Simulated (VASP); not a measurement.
Level of theory: LDA (Ceperley-Alder, Perdew-Zunger), VASP's LDA PAW potentials (set 64) (plane waves; VASP).

VASP input:

**KPOINTS**
```
Automatic mesh
0
Gamma
14 14 7
0 0 0
```

**INCAR**
```
! general
SYSTEM  = Zr
PREC    = Accurate
ENCUT   = 500
LREAL   = .FALSE.
LASPH   = .TRUE.

! electronic loop
EDIFF   = 1E-6
NELM    = 100
ALGO    = Normal
LMAXMIX = 4

! smearing
ISMEAR  = 1
SIGMA   = 0.1

! ions
IBRION  = 2
NSW     = 40
ISIF    = 3
EDIFFG  = -0.02
PSTRESS = 100

! output
LWAVE   = .FALSE.
LCHARG  = .FALSE.
```

**POSCAR**
```
Zr
1.0
  1.5457599471  -2.6773347085   0.0000000000
  1.5457599471   2.6773347085   0.0000000000
  0.0000000000   0.0000000000   5.0368446119
Zr
2
Cart
  1.5457599471   0.8924466877   1.2592111530
  1.5457599471  -0.8924466877   3.7776334589
```

POTCAR, in this order: Zr_sv (LDA.64 set). Program: vasp_std.

The resulting files:

### OSZICAR
```
       N       E                     dE             d eps       ncg     rms          rms(c)
DAV:   1     0.213357997169E+03    0.21336E+03   -0.13562E+04  3080   0.147E+03
DAV:   2    -0.470466143101E+01   -0.21806E+03   -0.21603E+03  3824   0.413E+02
DAV:   3    -0.189455431747E+02   -0.14241E+02   -0.14096E+02  5856   0.792E+01
DAV:   4    -0.191791108703E+02   -0.23357E+00   -0.23326E+00  3272   0.113E+01
DAV:   5    -0.191860979947E+02   -0.69871E-02   -0.69870E-02  4832   0.130E+00    0.178E+01
DAV:   6    -0.186503396575E+02    0.53576E+00   -0.81736E-01  3208   0.806E+00    0.747E+00
DAV:   7    -0.185502660899E+02    0.10007E+00   -0.56170E-01  4544   0.567E+00    0.108E+00
DAV:   8    -0.185542118779E+02   -0.39458E-02   -0.37799E-02  3984   0.174E+00    0.260E-01
DAV:   9    -0.185544305922E+02   -0.21871E-03   -0.11035E-03  3712   0.359E-01    0.388E-02
DAV:  10    -0.185544085658E+02    0.22026E-04   -0.34823E-05  4600   0.487E-02    0.245E-02
DAV:  11    -0.185544085703E+02   -0.44570E-08   -0.89981E-06  3384   0.404E-02
   1 F= -.15952316E+02 E0= -.15952588E+02  d E =-.159523E+02
       N       E                     dE             d eps       ncg     rms          rms(c)
DAV:   1    -0.201881071274E+02   -0.16337E+01   -0.62345E+01  3688   0.841E+01    0.170E+01
DAV:   2    -0.185082280488E+02    0.16799E+01   -0.48801E+00  3280   0.221E+01    0.431E+00
DAV:   3    -0.181986821100E+02    0.30955E+00   -0.19298E+00  4528   0.109E+01    0.306E+00
DAV:   4    -0.182517448058E+02   -0.53063E-01   -0.16553E-01  3976   0.183E+00    0.124E+00
DAV:   5    -0.182881735271E+02   -0.36429E-01   -0.14584E-01  4568   0.222E+00    0.371E-01
DAV:   6    -0.182875844250E+02    0.58910E-03   -0.47794E-03  4136   0.581E-01    0.140E-01
DAV:   7    -0.182876863725E+02   -0.10195E-03   -0.45203E-04  4384   0.225E-01    0.203E-02
DAV:   8    -0.182876813469E+02    0.50256E-05   -0.10807E-05  3872   0.337E-02    0.639E-03
DAV:   9    -0.182876836125E+02   -0.22656E-05   -0.56485E-06  3288   0.158E-02    0.219E-03
DAV:  10    -0.182876836233E+02   -0.10773E-07   -0.33600E-07  1784   0.530E-03
   2 F= -.15924626E+02 E0= -.15924705E+02  d E =0.276904E-01
       N       E                     dE             d eps       ncg     rms          rms(c)
DAV:   1    -0.190642280402E+02   -0.77654E+00   -0.20760E+01  3480   0.499E+01    0.848E+00
DAV:   2    -0.185845342863E+02    0.47969E+00   -0.20635E+00  3792   0.139E+01    0.290E+00
DAV:   3    -0.184481830582E+02    0.13635E+00   -0.72317E-01  4576   0.687E+00    0.156E+00
DAV:   4    -0.184659417666E+02   -0.17759E-01   -0.66805E-02  3744   0.135E+00    0.655E-01
DAV:   5    -0.184798925709E+02   -0.13951E-01   -0.42349E-02  4752   0.125E+00    0.321E-01
DAV:   6    -0.184803216581E+02   -0.42909E-03   -0.19898E-03  3512   0.376E-01    0.568E-02
DAV:   7    -0.184803640782E+02   -0.42420E-04   -0.69980E-05  4336   0.671E-02    0.313E-02
DAV:   8    -0.184803819991E+02   -0.17921E-04   -0.21392E-05  3984   0.499E-02    0.503E-03
DAV:   9    -0.184803818923E+02    0.10681E-06   -0.46066E-07  1872   0.641E-03
   3 F= -.15979090E+02 E0= -.15979372E+02  d E =-.267738E-01
       N       E                     dE             d eps       ncg     rms          rms(c)
DAV:   1    -0.184785212337E+02    0.18608E-02   -0.41960E-03  3624   0.699E-01    0.126E-01
DAV:   2    -0.184784166380E+02    0.10460E-03   -0.38534E-04  3712   0.192E-01    0.379E-02
DAV:   3    -0.184783920303E+02    0.24608E-04   -0.13485E-04  4504   0.928E-02    0.228E-02
DAV:   4    -0.184783956101E+02   -0.35798E-05   -0.12883E-05  3376   0.170E-02    0.931E-03
DAV:   5    -0.184783982232E+02   -0.26131E-05   -0.95891E-06  4600   0.195E-02    0.392E-03
DAV:   6    -0.184783982240E+02   -0.78853E-09   -0.33833E-07  1736   0.567E-03
   4 F= -.15979096E+02 E0= -.15979372E+02  d E =-.267792E-01
       N       E                     dE             d eps       ncg     rms          rms(c)
DAV:   1    -0.184799144658E+02   -0.15162E-02   -0.11478E-01  3088   0.320E+00    0.243E-01
DAV:   2    -0.184784313844E+02    0.14831E-02   -0.36217E-03  3608   0.487E-01    0.112E-01
DAV:   3    -0.184780134594E+02    0.41792E-03   -0.15955E-03  4072   0.292E-01    0.202E-02
DAV:   4    -0.184780158026E+02   -0.23432E-05   -0.24987E-05  3744   0.495E-02    0.935E-03
DAV:   5    -0.184780160177E+02   -0.21514E-06   -0.15409E-06  2496   0.104E-02
   5 F= -.15979455E+02 E0= -.15979685E+02  d E =-.359179E-03
       N       E                     dE             d eps       ncg     rms          rms(c)
DAV:   1    -0.184789293607E+02   -0.91356E-03   -0.89406E-02  3088   0.282E+00    0.215E-01
DAV:   2    -0.184777698932E+02    0.11595E-02   -0.28261E-03  3632   0.430E-01    0.994E-02
DAV:   3    -0.184774419345E+02    0.32796E-03   -0.12562E-03  4048   0.259E-01    0.178E-02
DAV:   4    -0.184774437820E+02   -0.18475E-05   -0.19871E-05  3760   0.439E-02    0.832E-03
DAV:   5    -0.184774439510E+02   -0.16893E-06   -0.11911E-06  2368   0.921E-03
   6 F= -.15979559E+02 E0= -.15979744E+02  d E =-.463048E-03
```

File OUTCAR:
```
------------------------ aborting loop because EDIFF is reached ----------------------------------------
  FORCE on cell =-STRESS in cart. coord.  units (eV):
  Direction    XX          YY          ZZ          XY          YZ          ZX
  --------------------------------------------------------------------------------------
  Total        2.5061552      2.5061550      2.5087493      0.0000000      0.0000000     -0.0000000
  in kB      100.3310709    100.3310657    100.4349254      0.0000000      0.0000000     -0.0000000
  external PRESSURE =       0.3656873 kB  Pullay stress =     100.0000000 kB
  volume of cell :       40.02
      direct lattice vectors                 reciprocal lattice vectors
     1.520837410 -2.634167596 -0.000000000     0.328766242 -0.189813283 -0.000000000
     1.520837410  2.634167596 -0.000000000     0.328766242  0.189813283  0.000000000
     0.000000000 -0.000000000  4.994901222     0.000000000 -0.000000000  0.200204159
 POSITION                                       TOTAL-FORCE (eV/Angst)
 -----------------------------------------------------------------------------------
      1.52084      0.87806      1.24873         0.000000     -0.000000     -0.000000
      1.52084     -0.87806      3.74618        -0.000000      0.000000      0.000000
 -----------------------------------------------------------------------------------
    total drift:                               -0.000000      0.001073     -0.000018
  FREE ENERGIE OF THE ION-ELECTRON SYSTEM (eV)
  ---------------------------------------------------
  free  energy   TOTEN  =       -18.4774439510 eV

  energy  without entropy=      -18.4779988279  energy(sigma->0) =      -18.47762891
  enthalpy is  TOTEN    =       -15.9795585652 eV   P V=        2.4978853858

 reached required accuracy - stopping structural energy minimisation
```
(Selected blocks of OUTCAR.)

**CONTCAR**
```
Zr
   1.00000000000000
     1.5208374096282897   -2.6341675955694983   -0.0000000000000000
     1.5208374096282897    2.6341675955694983   -0.0000000000000000
     0.0000000000000000   -0.0000000000000000    4.9949012218011077
  Zr
     2
Direct
     0.3333330000000032    0.6666669999999968    0.2500000000000000
     0.6666669999999968    0.3333330000000032    0.7500000000000000
```

Energy and stress use the plane-wave basis of the starting cell.

The compound is Zr in the hcp structure. This run relaxes it under an external pressure of 10 GPa. Symmetry was kept, so distortions that lower it aren't found.
